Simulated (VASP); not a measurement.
# Nb2SiO2 (I4/mmm) in VASP: single point with PBE

Aim: the single point of Nb2SiO2 with PBE.

Program: VASP 6.6.1. These are calculated values, not measurements. Logs are shortened: lines on timing, memory, paths and dates and some standing lists are left out, and cuts for length are marked.

### 1 The structure

It takes space group I4/mmm (No. 139, tetragonal). Conventional cell: a = 3.451 Å, b = 3.451 Å, c = 10.737 Å, α = 90.00°, β = 90.00°, γ = 90.00°. Around Nb (site symmetry 4mm) lie 4 O at 2.13 Å. Si (site symmetry 4/mmm) has 8 Nb at 2.83 Å and 8 O at 3.19 Å as nearest neighbours. O (site symmetry -4m2) has 4 Nb at 2.13 Å and 4 O at 2.44 Å as nearest neighbours.

The cell was built by a generator and needn't be a form met in nature.

### 2 Single point, PBE

INCAR reads:

```
SYSTEM = Nb2SiO2
PREC = Normal
ENCUT = 520
EDIFF = 1E-5
ISMEAR = 0
SIGMA = 0.15
LREAL = Auto
LASPH = .True.
NELM = 80
ALGO = Fast
ISIF = 2
LWAVE = .False.
LCHARG = .False.
GGA = PE
NBANDS = 53
KPAR = 4
```

KPOINTS reads:

```
Automatic mesh
0
Gamma
  9 9 9
  0 0 0
```

POSCAR reads:

```
Nb2SiO2
1.0
   -1.7254900000      1.7254900000      5.3683200000
    3.4509800000     -3.4509800000     10.7366400000
    1.7254900000      1.7254900000     -5.3683200000
Nb Si O
4 2 4
Direct
    0.3662700000      0.1831350000      0.0000000000
    0.3662700000      0.6831350000      0.0000000000
    0.6337300000      0.3168650000      0.0000000000
    0.6337300000      0.8168650000      0.0000000000
    0.0000000000      0.0000000000      0.0000000000
    0.0000000000      0.5000000000      0.0000000000
    0.7500000000      0.1250000000      0.5000000000
    0.7500000000      0.6250000000      0.5000000000
    0.2500000000      0.3750000000      0.5000000000
    0.2500000000      0.8750000000      0.5000000000
```

Potentials or basis: VASP PAW PBE potentials, release 64 (Nb_sv, Si, O).

Run with:

```bash
> cat potpaw_PBE.64/Nb_sv/POTCAR potpaw_PBE.64/Si/POTCAR potpaw_PBE.64/O/POTCAR > POTCAR
> mpirun -np 4 vasp_std > vasp.out
```

OUTCAR:

```text
SYSTEM = Nb2SiO2
   PREC = Normal
   ENCUT = 520
   EDIFF = 1E-5
   ISMEAR = 0
   LREAL = Auto
   LASPH = .True.
   NELM = 80
   ISIF = 2
   GGA = PE

 ion  position               nearest neighbor table
   1  0.366  0.183  0.000-  10 2.13   7 2.13   7 2.13   9 2.13   5 2.83   5 2.83   6 2.83   6 2.83
                             3 2.87
   2  0.366  0.683  0.000-   9 2.13   8 2.13   8 2.13  10 2.13   6 2.83   6 2.83   5 2.83   5 2.83
                             4 2.87
   3  0.634  0.317  0.000-   9 2.13   8 2.13   7 2.13   9 2.13   5 2.83   6 2.83   6 2.83   5 2.83
                             1 2.87
   4  0.634  0.817  0.000-  10 2.13   7 2.13   8 2.13  10 2.13   6 2.83   5 2.83   5 2.83   6 2.83
                             2 2.87
   5  0.000  0.000  0.000-   3 2.83   4 2.83   1 2.83   2 2.83   3 2.83   4 2.83   1 2.83   2 2.83

   6  0.000  0.500  0.000-   4 2.83   3 2.83   2 2.83   1 2.83   4 2.83   3 2.83   2 2.83   1 2.83

   7  0.750  0.125  0.500-   1 2.13   4 2.13   1 2.13   3 2.13
   8  0.750  0.625  0.500-   2 2.13   3 2.13   2 2.13   4 2.13
   9  0.250  0.375  0.500-   2 2.13   3 2.13   1 2.13   3 2.13
  10  0.250  0.875  0.500-   1 2.13   4 2.13   2 2.13   4 2.13

  LATTYP: Found a base centered monoclinic cell.
 ALAT       =    11.2776194939
 B/A-ratio  =     0.3060025214
 C/A-ratio  =     0.6120050427
 COS(beta)  =    -0.3060025214

  Lattice vectors:

 A1 = (  -1.7254900000,   1.7254900000,   5.3683200000)
 A2 = (  -1.7254900000,  -1.7254900000,   5.3683200000)
 A3 = (   6.9019600000,   0.0000000000,   0.0000000000)

Analysis of symmetry for initial positions (statically):
=====================================================================
 Subroutine PRICEL returns following result:

  LATTYP: Found a body centered tetragonal cell.
 ALAT       =     3.4509800000
 C/A-ratio  =     3.1111858081

  Lattice vectors:

 A1 = (  -1.7254900000,   1.7254900000,   5.3683200000)
 A2 = (   1.7254900000,  -1.7254900000,   5.3683200000)
 A3 = (   1.7254900000,   1.7254900000,  -5.3683200000)

   2 primitive cells build up your supercell.

 Routine SETGRP: Setting up the symmetry group for a
 base centered monoclinic supercell.

 Subroutine GETGRP returns: Found  4 space group operations
 (whereof  4 operations were pure point group operations)
 out of a pool of  4 trial point group operations.

The static configuration has the point symmetry C_2h.

Analysis of symmetry for dynamics (positions and initial velocities):
=====================================================================
 Subroutine PRICEL returns following result:

  LATTYP: Found a body centered tetragonal cell.
 ALAT       =     3.4509800000
 C/A-ratio  =     3.1111858081

  Lattice vectors:

 A1 = (  -1.7254900000,   1.7254900000,   5.3683200000)
 A2 = (   1.7254900000,  -1.7254900000,   5.3683200000)
 A3 = (   1.7254900000,   1.7254900000,  -5.3683200000)

   2 primitive cells build up your supercell.

 Routine SETGRP: Setting up the symmetry group for a
 base centered monoclinic supercell.

 Subroutine GETGRP returns: Found  4 space group operations
 (whereof  4 operations were pure point group operations)
 out of a pool of  4 trial point group operations.

The dynamic configuration has the point symmetry C_2h.

 Subroutine INISYM returns: Found  4 space group operations
 (whereof  4 operations are pure point group operations),
 and found     2 'primitive' translations

----------------------------------------------------------------------------------------

                                     Primitive cell

  volume of cell :      63.9327

  direct lattice vectors                    reciprocal lattice vectors
    -1.725490000  1.725490000  5.368320000     0.000000000  0.289772760  0.093139008
     1.725490000 -1.725490000  5.368320000     0.289772760  0.000000000  0.093139008
     1.725490000  1.725490000 -5.368320000     0.289772760  0.289772760  0.000000000

  length of vectors
     5.896905214  5.896905214  5.896905214     0.304373336  0.304373336  0.409800567

  position of ions in fractional coordinates (direct lattice)
     0.366270000  0.366270000  0.000000000
     0.633730000  0.633730000  0.000000000
     0.000000000  0.000000000  0.000000000
     0.750000000  0.250000000  0.500000000
     0.250000000  0.750000000  0.500000000

  ion indices of the primitive-cell ions
   primitive index   ion index
                 1           1
                 2           3
                 3           5
                 4           7
                 5           9

----------------------------------------------------------------------------------------

 KPOINTS: Automatic mesh

Automatic generation of k-mesh.
 Grid dimensions read from file:
 generate k-points for:    9    9    9

 Generating k-lattice:

  Cartesian coordinates                     Fractional coordinates (reciprocal lattice)
     0.000000000  0.032196973  0.010348779     0.111111111  0.000000000 -0.000000000
     0.016098487  0.000000000  0.005174389     0.000000000  0.111111111 -0.000000000
     0.032196973  0.032196973  0.000000000     0.000000000  0.000000000  0.111111111

  Length of vectors
     0.033819260  0.016909630  0.045533396

  Shift w.r.t. Gamma in fractional coordinates (k-lattice)
     0.000000000  0.000000000  0.000000000

 Subroutine IBZKPT returns following result:
 ===========================================

 Found    205 irreducible k-points:

 Following reciprocal coordinates:
            Coordinates               Weight
  0.000000  0.000000  0.000000      1.000000
  0.111111  0.000000  0.000000      4.000000
  0.222222 -0.000000  0.000000      4.000000
  0.333333 -0.000000  0.000000      4.000000
  0.444444 -0.000000  0.000000      4.000000
  0.000000  0.111111  0.000000      2.000000
[... 16 lines left out ...]
 -0.111111  0.222222  0.000000      4.000000
 -0.000000  0.333333  0.000000      2.000000
 [... further k-points ...]
   k-points           NKPTS =    205   k-points in BZ     NKDIM =    205   number of bands    NBANDS=     53
   number of dos      NEDOS =    301   number of ions     NIONS =     10
   total plane-waves  NPLWV =  90720
   dimension x,y,z NGX =    36 NGY =   70 NGZ =   36
   dimension x,y,z NGXF=    72 NGYF=  140 NGZF=   72
   ions per type =               4   2   4
   NGX,Y,Z   is equivalent  to a cutoff of  10.15,  9.87, 10.15 a.u.
   NGXF,Y,Z  is equivalent  to a cutoff of  20.30, 19.73, 20.30 a.u.
 SYSTEM =  Nb2SiO2
   PREC   = normal    normal or accurate (medium, high low for compatibility)
   ISTART =      0    job   : 0-new  1-cont  2-samecut
   ICHARG =      2    charge: 1-file 2-atom 10-const
   ISPIN  =      1    spin polarized calculation?
   LNONCOLLINEAR =      F non collinear calculations
   LSORBIT =      F    spin-orbit coupling
   LASPH  =      T    aspherical Exc in radial PAW
   ENCUT  =  520.0 eV  38.22 Ry    6.18 a.u.  10.96 21.93 10.96*2*pi/ulx,y,z
   NELM   =     80;   NELMIN=  2; NELMDL= -5     # of ELM steps
   EDIFF  = 0.1E-04   stopping-criterion for ELM
   LREAL  =      T    real-space projection
   EDIFFG = 0.1E-03   stopping-criterion for IOM
   NSW    =      0    number of steps for IOM
   IBRION =     -1    ionic relax: 0-MD 1-quasi-New 2-CG
   NFREE  =      0    steps in history (QN), initial steepest desc. (CG)
   ISIF   =      2    stress and relaxation
   ISYM   =      2    0-nonsym 1-usesym 2-fastsym
   POTIM  = 0.5000    time-step for ionic-motion
   TEBEG  =    0.0;   TEEND  =   0.0 temperature during run
   PSTRESS=    0.0 pullay stress
   NELECT =      84.0000    total number of electrons
   NUPDOWN=      -1.0000    fix difference up-down
   EMIN   =  10.00;   EMAX   =-10.00  energy-range for DOS
   EFERMI =   0.00;   METHOD = LEGACY
   ISMEAR =     0;   SIGMA  =   0.15  broadening in eV -4-tet -1-fermi 0-gaus
   EFERMI_NEDOS =   21; number of points for ismear=-14 and -15
   IALGO  =     68    algorithm
   IMIX   =      4    mixing-type and parameters
     AMIX     =   0.40;   BMIX     =  1.00
     AMIX_MAG =   1.60;   BMIX_MAG =  1.00
  volume/ion in A,a.u.               =      12.79        86.29
  Fermi-wavevector in a.u.,A,eV,Ry     =   1.423148  2.689360 27.556576  2.025351
  Thomas-Fermi vector in A             =   2.543777
   LORBIT       =      0    0 simple, 1 ext, 2 COOP (PROOUT), +10 PAW based schemes
   GGA     = PE    functional components
   LHFCALC =     F    Hartree Fock is set to
   AEXX    =    0.0000 exact exchange contribution
   IVDW    =     0    specifies the selected vdW correction
   LEPSILON=     F    determine dielectric tensor
   LRPA    =     F    only Hartree local field effects (RPA)
 non-spin polarized calculation
 RMM-DIIS sequential band-by-band and
 Gauss-broadening in eV      SIGMA  =   0.15
  energy-cutoff  :      520.00
  volume of cell :      127.87
 maximum number of plane-waves:      3479
   NGX = 21   NGY = 43   NGZ = 21

 number of electron      84.0000014 magnetization

 Free energy of the ion-electron system (eV)
  ---------------------------------------------------
  ext. energy  EPLUGINS =         0.00000000
  ---------------------------------------------------
  free energy    TOTEN  =       -86.20409237 eV

  energy without entropy =      -86.17445325  energy(sigma->0) =      -86.18927281

 E-fermi :  10.4451     XC(G=0): -12.1093

 val. band max:       10.4390749177   @ k =  -0.2222  -0.3333   0.1111
 cond. band min:      10.4489670551   @ k =  -0.1111  -0.2222   0.1111
 fundamental gap:      0.0098921374
 Fermi energy:        10.4450570841

 k-point     1 :       0.0000    0.0000    0.0000
  band No.  band energies     occupation
      1     -45.5418      2.00000
      2     -45.5161      2.00000
      3     -45.4687      2.00000
      4     -45.4682      2.00000
      5     -21.8799      2.00000
      6     -21.8594      2.00000
[... 45 lines left out ...]
     52      13.2949      0.00000
     53      14.0714      0.00000

 k-point     2 :       0.1111    0.0000    0.0000
  band No.  band energies     occupation
      1     -45.5391      2.00000
      2     -45.5146      2.00000
      3     -45.4680      2.00000
      4     -45.4672      2.00000
      5     -21.8849      2.00000
      6     -21.8514      2.00000
[... 45 lines left out ...]
     52      13.3972      0.00000
     53      14.0817      0.00000

 k-point     3 :       0.2222   -0.0000    0.0000
  band No.  band energies     occupation
      1     -45.5319      2.00000
      2     -45.5108      2.00000
      3     -45.4677      2.00000
      4     -45.4636      2.00000
      5     -21.8936      2.00000
      6     -21.8467      2.00000
[... 45 lines left out ...]
     52      13.4759      0.00000
     53      13.5965      0.00000
[... 1065 lines left out ...]
 k-point    23 :      -0.1111    0.2222    0.0000
  band No.  band energies     occupation
      1     -45.5373      2.00000
      2     -45.5165      2.00000
      3     -45.4683      2.00000
      4     -45.4667      2.00000
      5     -21.8535      2.00000
      6     -21.8330      2.00000
[... 45 lines left out ...]
     52      13.6157      0.00000
     53      14.0171      0.00000

 k-point    24 :      -0.0000    0.3333    0.0000
  band No.  band energies     occupation
      1     -45.5359      2.00000
      2     -45.5231      2.00000
      3     -45.4680      2.00000
      4     -45.4678      2.00000
      5     -21.8492      2.00000
      6     -21.8227      2.00000
[... 45 lines left out ...]
     52      13.6187      0.00000
     53      13.8303      0.00000

 [... further k-points ...]

------------------------ aborting loop because EDIFF is reached ----------------------------------------

  FORCE on cell =-STRESS in cart. coord.  units (eV):
  Direction    XX          YY          ZZ          XY          YZ          ZX
  --------------------------------------------------------------------------------------
  -------------------------------------------------------------------------------------
  Total       -0.1223619      0.0096219     -0.0149798      0.0000000      0.0000000     -0.0085338
  in kB       -1.5332169      0.1205645     -0.1876998      0.0000000      0.0000000     -0.1069298
  external PRESSURE =      -0.5334507 kB  Pullay stress =       0.0000000 kB

 VOLUME and BASIS-vectors are now :
 -----------------------------------------------------------------------------
  energy-cutoff  :      520.00
  volume of cell :      127.87
      direct lattice vectors                 reciprocal lattice vectors
    -1.725490000  1.725490000  5.368320000     0.000000000  0.289772760  0.093139008
     3.450980000 -3.450980000 10.736640000     0.144886380  0.000000000  0.046569504
     1.725490000  1.725490000 -5.368320000     0.289772760  0.289772760  0.000000000

 POSITION                                       TOTAL-FORCE (eV/Angst)
 -----------------------------------------------------------------------------------
      0.00000      0.00000      3.93251         0.000728     -0.000000     -0.018959
      1.72549     -1.72549      9.30083         0.000728     -0.000000     -0.018959
      0.00000      0.00000      6.80413        -0.000728      0.000000      0.018959
      1.72549     -1.72549     12.17245        -0.000728      0.000000      0.018959
      0.00000      0.00000      0.00000         0.000000      0.000000     -0.000000
      1.72549     -1.72549      5.36832         0.000000      0.000000     -0.000000
     -0.00000      1.72549      2.68416         0.002118      0.000000     -0.002897
      1.72549      0.00000      8.05248         0.002118      0.000000     -0.002897
      1.72549     -0.00000      2.68416        -0.002118      0.000000      0.002897
      3.45098     -1.72549      8.05248        -0.002118     -0.000000      0.002897
 -----------------------------------------------------------------------------------
    total drift:                               -0.000000      0.000000      0.000000

  FREE ENERGIE OF THE ION-ELECTRON SYSTEM (eV)
  ---------------------------------------------------
  free  energy   TOTEN  =       -86.2040923707 eV

  energy  without entropy=      -86.1744532467  energy(sigma->0) =      -86.18927281
```

It took 49 min on 4 MPI ranks of AMD EPYC 7R43 (Zen 3), shared host; peak memory 0.85 GiB.

What came out:

```
Free energy            : -86.2041 eV
Pressure               : -0.1 GPa
Largest force          : 0.019 eV/Å
Band gap on the k mesh : none (metal or under the smearing width)
```

Forces in eV/Å, atoms in the order of the input:
```
Nb   0.001  0.000 -0.019
Nb   0.001  0.000 -0.019
Nb  -0.001  0.000  0.019
Nb  -0.001  0.000  0.019
Si   0.000  0.000  0.000
Si   0.000  0.000  0.000
O    0.002  0.000 -0.003
O    0.002  0.000 -0.003
O   -0.002  0.000  0.003
O   -0.002  0.000  0.003
```

Levels at points of the mesh, in eV from the Fermi level:
```csv
k point,band 38,band 39,band 40,band 41,band 42,band 43,band 44,band 45,band 46,band 47
"(0.00, 0.00, 0.00)",-1.14,-0.27,-0.17,-0.11,-0.02,-0.02,0.20,0.43,0.99,1.20
```
